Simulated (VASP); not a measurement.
Data:

```yaml
crystal:
  lattice:
    - [4.66274, 0.00000, 0.00000]
    - [0.00000, 4.66274, 0.00000]
    - [0.00000, 0.00000, 4.66274]
  atoms:
    - { symbol: Cs, position: [0.00000, 0.00000, 0.00000] }
    - { symbol: I, position: [0.50000, 0.50000, 0.50000] }
```

Calculation: PW91 GGA, VASP's PBE PAW potentials (set 64) (plane waves; VASP). Run with 520 eV cut-off, Gaussian smearing of 0.050 eV, potentials Cs_sv I.

Unless said otherwise, spin-orbit coupling is left out, though it shifts the bands of the heavy elements here.

Problem. Give the energies of bands 6 to 11 at the high-symmetry points, in eV from the valence-band maximum.

Solution. 
| band | Γ | X | M | R |
|---|---|---|---|---|
| 6 | -0.10 | -1.42 | -0.81 | -1.17 |
| 7 | -0.10 | -0.21 | -0.81 | -1.17 |
| 8 | -0.10 | -0.21 | 0.00 | -1.17 |
| 9 | 3.70 | 5.22 | 4.25 | 6.99 |
| 10 | 4.27 | 6.24 | 4.88 | 6.99 |
| 11 | 4.27 | 6.46 | 6.06 | 6.99 |

The gap is indirect, 3.70 eV, from the valence maximum at M to the conduction minimum at Γ.

Measured: gap 6.20 eV (computed value off by -2.50 eV), as given by Aguado et al., (1998), arXiv:cond-mat/9809176.

The compound is CsI in the CsCl type structure. It was relaxed first, which changed the volume by +6 %.
